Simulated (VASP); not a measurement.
# CsLiCr2Te2S3 (P4mm) in VASP: notebook

One crystal, CsLiCr2Te2S3, is run at these levels: PBE, r2SCAN; tasks: relaxation of cell and atoms, single point.

Everything below comes from runs of VASP 6.6.1. Logs are shortened: lines on timing, memory, paths and dates and some standing lists are left out, and cuts for length are marked.

### 1 Starting point

The structure is tetragonal, space group P4mm (No. 99). Conventional cell: a = 4.744 Å, b = 4.744 Å, c = 10.407 Å, α = 90.00°, β = 90.00°, γ = 90.00°. Cs (site symmetry 4mm) is surrounded by 8 S at 3.36 to 3.62 Å and 1 Li at 3.51 Å. Around Li (site symmetry 4mm) lie 4 S at 2.49 Å. Cr (site symmetry 4mm) has 1 S at 2.20 Å as nearest neighbours. Around Cr (site symmetry 4mm) lie 5 S at 2.23 to 2.45 Å. Around Te (site symmetry 2mm) lie 2 Cr at 2.68 Å. Around S (site symmetry 4mm) lie 2 Cr at 2.20 to 2.23 Å. S (site symmetry 2mm) is surrounded by 2 Cr at 2.45 Å and 2 Li at 2.49 Å.

The cell was built by a generator and needn't be a form met in nature.

### 2 Relaxation of cell and atoms, PBE, collinear spin, ferromagnetic start

INCAR

```
PREC = Accurate ; ENCUT = 520
EDIFF = 1E-6 ; ISMEAR = 0
SIGMA = 0.1 ; LREAL = False
LASPH = True ; NELM = 120
ALGO = Normal ; ISIF = 3
LWAVE = False ; LCHARG = False
ISPIN = 2 ; MAGMOM = 0 0 3 3 0 0 0 0 0
LORBIT = 11 ; LMAXMIX = 4
GGA = PE ; IBRION = 2
NSW = 90 ; EDIFFG = -0.01
KPAR = 4
```

KPOINTS

```
regular mesh
0
Gamma
  6 6 4
```

POSCAR

```
CsLiCr2Te2S3
1.0
    4.7440000000      0.0000000000      0.0000000000
    0.0000000000      4.7440000000      0.0000000000
    0.0000000000      0.0000000000     10.4070000000
Cs Li Cr Te S
1 1 2 2 3
Direct
    0.0000000000      0.0000000000      0.9639665600
    0.0000000000      0.0000000000      0.6268857500
    0.5000000000      0.5000000000      0.1845873000
    0.5000000000      0.5000000000      0.7592005400
    0.0000000000      0.5000000000      0.3053713800
    0.5000000000      0.0000000000      0.3053713800
    0.5000000000      0.5000000000      0.9730950300
    0.0000000000      0.5000000000      0.7006822300
    0.5000000000      0.0000000000      0.7006822300
```

Potentials or basis: VASP PAW PBE potentials, release 64 (Cs_sv, Li_sv, Cr_pv, Te, S).

Launch:

```bash
$ cat potpaw_PBE.64/Cs_sv/POTCAR potpaw_PBE.64/Li_sv/POTCAR potpaw_PBE.64/Cr_pv/POTCAR potpaw_PBE.64/Te/POTCAR potpaw_PBE.64/S/POTCAR > POTCAR
$ mpirun -np 4 vasp_std > vasp.out
```

OUTCAR:

```text
PREC = Accurate
   ENCUT = 520
   EDIFF = 1E-6
   ISMEAR = 0
   LREAL = False
   LASPH = True
   NELM = 120
   ISIF = 3
   ISPIN = 2
   LORBIT = 11
   GGA = PE
   IBRION = 2
   NSW = 90
   EDIFFG = -0.01

 ion  position               nearest neighbor table
   1  0.000  0.000  0.964-
   2  0.000  0.000  0.627-   8 2.49   9 2.49   8 2.49   9 2.49
   3  0.500  0.500  0.185-   7 2.20   6 2.68   5 2.68   6 2.68   5 2.68
   4  0.500  0.500  0.759-   7 2.23   8 2.45   9 2.45   9 2.45   8 2.45
   5  0.000  0.500  0.305-   3 2.68   3 2.68   6 3.35   6 3.35   6 3.35   6 3.35
   6  0.500  0.000  0.305-   3 2.68   3 2.68   5 3.35   5 3.35   5 3.35   5 3.35
   7  0.500  0.500  0.973-   3 2.20   4 2.23
   8  0.000  0.500  0.701-   4 2.45   4 2.45   2 2.49   2 2.49
   9  0.500  0.000  0.701-   4 2.45   4 2.45   2 2.49   2 2.49

  LATTYP: Found a simple tetragonal cell.
 ALAT       =     4.7440000000
 C/A-ratio  =     2.1937183811

  Lattice vectors:

 A1 = (   4.7440000000,   0.0000000000,   0.0000000000)
 A2 = (   0.0000000000,   4.7440000000,   0.0000000000)
 A3 = (   0.0000000000,   0.0000000000,  10.4070000000)

Analysis of symmetry for initial positions (statically):
=====================================================================
 Subroutine PRICEL returns:
 Original cell was already a primitive cell.

 Routine SETGRP: Setting up the symmetry group for a
 simple tetragonal supercell.

 Subroutine GETGRP returns: Found  8 space group operations
 (whereof  8 operations were pure point group operations)
 out of a pool of 16 trial point group operations.

The static configuration has the point symmetry C_4v.

Analysis of symmetry for dynamics (positions and initial velocities):
=====================================================================
 Subroutine PRICEL returns:
 Original cell was already a primitive cell.

 Routine SETGRP: Setting up the symmetry group for a
 simple tetragonal supercell.

 Subroutine GETGRP returns: Found  8 space group operations
 (whereof  8 operations were pure point group operations)
 out of a pool of 16 trial point group operations.

The dynamic configuration has the point symmetry C_4v.

Analysis of structural, dynamic, and magnetic symmetry:
=====================================================================
 Subroutine PRICEL returns:
 Original cell was already a primitive cell.

 Routine SETGRP: Setting up the symmetry group for a
 simple tetragonal supercell.

 Subroutine GETGRP returns: Found  8 space group operations
 (whereof  8 operations were pure point group operations)
[... 159 lines left out ...]

 Free energy of the ion-electron system (eV)
  ---------------------------------------------------
  ext. energy  EPLUGINS =         0.00000000
  ---------------------------------------------------
  free energy    TOTEN  =       -45.17667313 eV

  energy without entropy =      -45.14811326  energy(sigma->0) =      -45.16239319

------------------------ aborting loop because EDIFF is reached ----------------------------------------

  FORCE on cell =-STRESS in cart. coord.  units (eV):
  Direction    XX          YY          ZZ          XY          YZ          ZX
  --------------------------------------------------------------------------------------
  -------------------------------------------------------------------------------------
  Total       -0.1142642     -0.1142642      1.4165664      0.0000000     -0.0000000      0.0000000
  in kB       -0.7816386     -0.7816386      9.6901967      0.0000000     -0.0000000      0.0000000
  external PRESSURE =       2.7089732 kB  Pullay stress =       0.0000000 kB
[... 110 lines left out ...]
  FREE ENERGIE OF THE ION-ELECTRON SYSTEM (eV)
  ---------------------------------------------------
  free  energy   TOTEN  =       -45.1879034595 eV

  energy  without entropy=      -45.1607759800  energy(sigma->0) =      -45.17433972

[... ionic steps 4 to 22 ...]

--------------------------------------- Ionic step       23  -------------------------------------------

 number of electron      66.0000007 magnetization       5.6731485

------------------------ aborting loop because EDIFF is reached ----------------------------------------
[... 81 lines left out ...]
--------------------------------------- Ionic step       25  -------------------------------------------

 number of electron      66.0000009 magnetization       5.6677002

 Free energy of the ion-electron system (eV)
  ---------------------------------------------------
  ext. energy  EPLUGINS =         0.00000000
  ---------------------------------------------------
  free energy    TOTEN  =       -45.19687942 eV

  energy without entropy =      -45.16967014  energy(sigma->0) =      -45.18327478

 E-fermi :   3.5119     XC(G=0):  -8.7374

 val. band max:        3.4856535382   @ k =   0.5000   0.3333   0.0000
 cond. band min:       3.5232445052   @ k =   0.5000   0.5000   0.5000
 fundamental gap:      0.0375909670
 Fermi energy:         3.5118656469

 spin component 1

 k-point     1 :       0.0000    0.0000    0.0000
  band No.  band energies     occupation
      1     -41.6977      1.00000
      2     -40.9130      1.00000
      3     -40.7183      1.00000
      4     -40.7183      1.00000
      5     -40.7161      1.00000
      6     -40.6061      1.00000
[... 1069 lines left out ...]
     41       4.6524      0.00000
     42       8.3158      0.00000

 [... further k-points ...]

 spin component 2

 k-point     1 :       0.0000    0.0000    0.0000
  band No.  band energies     occupation
      1     -41.6842      1.00000
      2     -37.9797      1.00000
      3     -37.8010      1.00000
      4     -37.8010      1.00000
      5     -37.7497      1.00000
      6     -37.7497      1.00000
[... 1107 lines left out ...]
  FREE ENERGIE OF THE ION-ELECTRON SYSTEM (eV)
  ---------------------------------------------------
  free  energy   TOTEN  =       -45.1968794183 eV

  energy  without entropy=      -45.1696701403  energy(sigma->0) =      -45.18327478

 reached required accuracy - stopping structural energy minimisation

 total charge

# of ion       s       p       d       tot
------------------------------------------
    1        1.839   4.705   0.057   6.600
    2        2.016   0.048   0.000   2.064
    3        0.282   6.234   4.172  10.687
    4        0.269   6.226   4.045  10.541
    5        1.402   1.903   0.038   3.343
    6        1.402   1.903   0.038   3.343
    7        1.336   2.418   0.000   3.754
    8        1.334   2.386   0.000   3.720
    9        1.334   2.386   0.000   3.720
--------------------------------------------------
tot         11.214  28.210   8.349  47.774

 magnetization (x)

# of ion       s       p       d       tot
------------------------------------------
    1       -0.000  -0.002   0.003   0.001
    2        0.003   0.002   0.000   0.005
    3        0.034   0.034   2.819   2.888
    4        0.034   0.024   2.806   2.863
    5       -0.001  -0.101   0.007  -0.095
    6       -0.001  -0.101   0.007  -0.095
    7       -0.002  -0.121   0.000  -0.123
    8       -0.002  -0.088   0.000  -0.090
    9       -0.002  -0.088   0.000  -0.090
--------------------------------------------------
tot          0.062  -0.440   5.642   5.265
```

Wall time 28 min (4 MPI ranks of AMD EPYC 9R45 (Zen 5), shared host); peak memory 0.73 GiB.

The run converged, but some of its settings lie outside the range that counts as converged, so its numbers aren't taken as properties of the crystal.

What came out:

| Item | Value |
| --- | --- |
| Free energy | -45.1969 eV |
| Relaxed volume | 26.79 Å³/atom |
| Relaxed cell | a = 4.740 Å, b = 4.740 Å, c = 10.734 Å, α = 90.00°, β = 90.00°, γ = 90.00° |
| Space group after relaxing (to 0.05 Å) | P4mm (No. 99) |
| Energy gained by relaxing | 2.2 meV/atom |
| Ionic steps | 25 |
| Largest force after relaxing | 0.009 eV/Å |
| Band gap on the k mesh | none (metal or under the smearing width) |
| Net moment | 5.67 μB per cell |
| Site moments | Cs +0.00; Li +0.01; Cr +2.89, +2.86; Te -0.10; S -0.12, -0.09 μB |
| Valence electrons inside the program's atomic spheres | Cs 6.60; Li 2.06; Cr 10.69, 10.54; Te 3.34; S 3.75, 3.72 |

Caveat: the cutoff is under 1.25 times the usual one of these potentials, so pressure, stress and relaxed cells hold a basis-set (Pulay) error; only a ferromagnetic start was run, and an antiferromagnetic order may lie lower in energy.

### 3 Relaxation of cell and atoms, PBE, collinear spin, ferromagnetic start

This run uses another cell than the first one, of 26.79 Å³/atom, 1.029 times its volume.

INCAR

```
PREC = Accurate ; ENCUT = 520
EDIFF = 1E-7 ; ISMEAR = 0
SIGMA = 0.1 ; LREAL = False
LASPH = True ; NELM = 120
ALGO = Normal ; ISIF = 3
LWAVE = False ; LCHARG = False
ISPIN = 2 ; MAGMOM = 0 0 3 3 0 0 0 0 0
LORBIT = 11 ; LMAXMIX = 4
GGA = PE ; IBRION = 2
NSW = 60 ; EDIFFG = -0.005
POTIM = 0.3 ; KPAR = 4
```

KPOINTS is that of step 2.

POSCAR

```
CsLiCr2Te2S3                            
1.0
    4.7395703905      0.0000000000      0.0000000000
    0.0000000000      4.7395703905     -0.0000000000
    0.0000000000      0.0000000000     10.7336266294
  Cs              Li              Cr              Te              S             
     1     1     2     2     3
Direct
     1.0000000000000000    0.0000000000000000    0.9658306966564223
     1.0000000000000000    0.0000000000000000    0.6401554326291790
     0.5000000000000000    0.5000000000000000    0.1779563697466512
     0.5000000000000000    0.5000000000000000    0.7604009782228837
     1.0000000000000000    0.5000000000000000    0.2966022222387525
     0.5000000000000000    0.0000000000000000    0.2966022222387525
     0.5000000000000000    0.5000000000000000    0.9716285528119382
     1.0000000000000000    0.5000000000000000    0.7053329627277077
     0.5000000000000000    0.0000000000000000    0.7053329627277077
```

Potentials or basis: VASP PAW PBE potentials, release 64 (Cs_sv, Li_sv, Cr_pv, Te, S).

Launch:

```bash
$ cat potpaw_PBE.64/Cs_sv/POTCAR potpaw_PBE.64/Li_sv/POTCAR potpaw_PBE.64/Cr_pv/POTCAR potpaw_PBE.64/Te/POTCAR potpaw_PBE.64/S/POTCAR > POTCAR
$ mpirun -np 4 vasp_std > vasp.out
```

OUTCAR:

```text
PREC = Accurate
   ENCUT = 520
   EDIFF = 1E-7
   ISMEAR = 0
   LREAL = False
   LASPH = True
   NELM = 120
   ISIF = 3
   ISPIN = 2
   LORBIT = 11
   GGA = PE
   IBRION = 2
   NSW = 60
   EDIFFG = -0.005
   POTIM = 0.3

 ion  position               nearest neighbor table
   1  0.000  0.000  0.966-
   2  0.000  0.000  0.640-   8 2.47   9 2.47   8 2.47   9 2.47
   3  0.500  0.500  0.178-   7 2.21   6 2.69   5 2.69   6 2.69   5 2.69
   4  0.500  0.500  0.760-   7 2.27   8 2.44   9 2.44   9 2.44   8 2.44
   5  0.000  0.500  0.297-   3 2.69   3 2.69   6 3.35   6 3.35   6 3.35   6 3.35
   6  0.500  0.000  0.297-   3 2.69   3 2.69   5 3.35   5 3.35   5 3.35   5 3.35
   7  0.500  0.500  0.972-   3 2.21   4 2.27
   8  0.000  0.500  0.705-   4 2.44   4 2.44   2 2.47   2 2.47
   9  0.500  0.000  0.705-   4 2.44   4 2.44   2 2.47   2 2.47

[... 1529 lines left out ...]
     41       4.5972      0.00000
     42       8.2260      0.00000

 [... further k-points ...]

 spin component 2

 k-point     1 :       0.0000    0.0000    0.0000
  band No.  band energies     occupation
      1     -41.7521      1.00000
      2     -38.0335      1.00000
      3     -37.8558      1.00000
      4     -37.8558      1.00000
      5     -37.8050      1.00000
      6     -37.8050      1.00000
[... 1107 lines left out ...]
  FREE ENERGIE OF THE ION-ELECTRON SYSTEM (eV)
  ---------------------------------------------------
  free  energy   TOTEN  =       -45.1994748629 eV

  energy  without entropy=      -45.1724348918  energy(sigma->0) =      -45.18595488

 reached required accuracy - stopping structural energy minimisation

 total charge

# of ion       s       p       d       tot
------------------------------------------
    1        1.838   4.705   0.057   6.600
    2        2.016   0.048   0.000   2.064
    3        0.282   6.234   4.172  10.688
    4        0.269   6.227   4.045  10.541
    5        1.402   1.904   0.038   3.344
    6        1.402   1.904   0.038   3.344
    7        1.336   2.418   0.000   3.754
    8        1.334   2.386   0.000   3.720
    9        1.334   2.386   0.000   3.720
--------------------------------------------------
tot         11.213  28.212   8.350  47.775

 magnetization (x)

# of ion       s       p       d       tot
------------------------------------------
    1       -0.000  -0.002   0.003   0.001
    2        0.003   0.002   0.000   0.005
    3        0.034   0.034   2.820   2.888
    4        0.034   0.024   2.806   2.863
    5       -0.001  -0.100   0.007  -0.094
    6       -0.001  -0.100   0.007  -0.094
    7       -0.002  -0.120   0.000  -0.122
    8       -0.002  -0.087   0.000  -0.089
    9       -0.002  -0.087   0.000  -0.089
--------------------------------------------------
tot          0.062  -0.436   5.643   5.269
```

OSZICAR:

```text
N       E                     dE             d eps       ncg     rms          rms(c)
DAV:   1     0.567338411699E+03    0.56734E+03   -0.30739E+04  5568   0.143E+03
DAV:   2     0.126879603490E+02   -0.55465E+03   -0.53403E+03  5894   0.342E+02
[... 326 lines left out ...]
DAV:   4    -0.451994773578E+02    0.17449E-05   -0.21465E-05  6076   0.241E-02    0.166E-02
DAV:   5    -0.451994768599E+02    0.49791E-06   -0.12812E-05  6564   0.251E-02    0.159E-02
DAV:   6    -0.451994753442E+02    0.15157E-05   -0.62258E-06  6242   0.180E-02    0.632E-03
DAV:   7    -0.451994750660E+02    0.27824E-06   -0.96789E-07  6736   0.569E-03    0.323E-03
DAV:   8    -0.451994749222E+02    0.14378E-06   -0.16646E-07  3756   0.233E-03    0.151E-03
DAV:   9    -0.451994748629E+02    0.59289E-07   -0.53670E-08  2692   0.141E-03
  29 F= -.45199475E+02 E0= -.45185955E+02  d E =-.998418E-05  mag=     5.6751
```

CONTCAR:

```text
CsLiCr2Te2S3
   1.00000000000000
     4.7374859805818232    0.0000000000000000    0.0000000000000000
     0.0000000000000000    4.7374859805818232   -0.0000000000000000
     0.0000000000000000    0.0000000000000000   10.8186457256085600
  Cs              Li              Cr              Te              S
     1     1     2     2     3
Direct
     0.0000000000000000    0.0000000000000000    0.9655041070105752
     0.0000000000000000    1.0000000000000000    0.6417742923515272
     0.5000000000000000    0.5000000000000000    0.1763254327056491
     0.5000000000000000    0.5000000000000000    0.7618645346908525
     0.0000000000000000    0.5000000000000000    0.2940886128136155
     0.5000000000000000    0.0000000000000000    0.2940886128136155
     0.5000000000000000    0.5000000000000000    0.9715793546171281
     0.0000000000000000    0.5000000000000000    0.7073087264985194
     0.5000000000000000    0.0000000000000000    0.7073087264985194

  0.00000000E+00  0.00000000E+00  0.00000000E+00
  0.00000000E+00  0.00000000E+00  0.00000000E+00
  0.00000000E+00  0.00000000E+00  0.00000000E+00
  0.00000000E+00  0.00000000E+00  0.00000000E+00
  0.00000000E+00  0.00000000E+00  0.00000000E+00
  0.00000000E+00  0.00000000E+00  0.00000000E+00
  0.00000000E+00  0.00000000E+00  0.00000000E+00
  0.00000000E+00  0.00000000E+00  0.00000000E+00
  0.00000000E+00  0.00000000E+00  0.00000000E+00
```

It took 31 min on 4 MPI ranks of AMD EPYC 9R45 (Zen 5), shared host; peak memory 0.73 GiB.

These settings aren't checked as converged: the numbers below hold their error.

Results:

| Item | Value |
| --- | --- |
| Free energy | -45.1995 eV |
| Relaxed volume | 26.98 Å³/atom |
| Relaxed cell | a = 4.737 Å, b = 4.737 Å, c = 10.819 Å, α = 90.00°, β = 90.00°, γ = 90.00° |
| Space group after relaxing (to 0.05 Å) | P4mm (No. 99) |
| Energy gained by relaxing | 0.1 meV/atom |
| Ionic steps | 29 |
| Largest force after relaxing | 0.005 eV/Å |
| Band gap on the k mesh | none (metal or under the smearing width) |
| Net moment | 5.68 μB per cell |
| Site moments | Cs +0.00; Li +0.01; Cr +2.89, +2.86; Te -0.09; S -0.12, -0.09 μB |
| Valence electrons inside the program's atomic spheres | Cs 6.60; Li 2.06; Cr 10.69, 10.54; Te 3.34; S 3.75, 3.72 |

Caveat: the cutoff is under 1.25 times the usual one of these potentials, so pressure, stress and relaxed cells hold a basis-set (Pulay) error; only a ferromagnetic start was run, and an antiferromagnetic order may lie lower in energy.

[end of part 1 of 2]
